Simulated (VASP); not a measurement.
The system is PmSe.

```
Pm Se
1.0
     0.00000    3.22319    3.22319
     3.22319    0.00000    3.22319
     3.22319    3.22319    0.00000
Pm Se
1 1
Direct
  0.00000 0.00000 0.00000
  0.25000 0.25000 0.25000
```

The cell comes from a database or a generator and needn't be the stable form of this composition.

Base run:

* Program: VASP 6.6.1
* Functional: PBE
* Potentials or basis: VASP PAW PBE potentials, release 64 (Pm, Se)
* Cutoff: 520 eV
* k mesh: 5 × 5 × 5
* Occupations: gaussian, width 0.05 eV
* Spin: no spin polarisation
* Hubbard terms: Pm f U = 4 eV

Its results: band gap on the k mesh none (metal or under the smearing width); pressure 3.3 GPa.

**Question.** The run is repeated on the same cell with these changes: spin from no spin polarisation to collinear spin, ferromagnetic start; further incar settings from ALGO = Normal; EDIFF = 1e-07; NBANDS = 18 to ALGO = Fast; EDIFF = 1e-07; NBANDS = 22. What comes out?

**Answer.** Band gap on the k mesh none (metal or under the smearing width); pressure 6.1 GPa; net moment 4.99 μB per cell; site moments Pm +4.48; Se -0.05 μB.

Caveats: U without spin polarisation on a metal has little footing (some runs); the magnetic or orbital state may not be the lowest (some runs); spin-orbit coupling is left out, which moves the levels of the heavy elements (some runs).
